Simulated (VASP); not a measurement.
Given:

```xyz
1
Lattice="2.9259 0.0000 0.0000 0.0000 2.9259 0.0000 0.0000 0.0000 2.9259" Properties=species:S:1:pos:R:3 pbc="T T T"
Cd     0.0000     0.0000     0.0000
```

Method: r2SCAN meta-GGA, VASP's PBE PAW potentials (set 64) (plane waves; VASP). Run with 400 eV cut-off, 14×14×14 Γ-centred mesh, tetrahedra with Blöchl corrections, potentials Cd.

Problem. What does the run give for the energy per atom (σ→0), band gap (over mesh and band path) with the smallest direct gap where there is one?

Solution. 
```
Item                                                                   Value
----------------------------------  ----------------------------------------
band gap (over mesh and band path)  none (metal, semimetal or under 0.01 eV)
energy per atom (σ→0)                                        -19.936 eV/atom
```

The absolute energy has meaning only against runs of the same code, potentials and settings.

The structure was generated: Cd was put into the simple-cubic type (Pm-3m), which need not be its known phase. It was relaxed first.
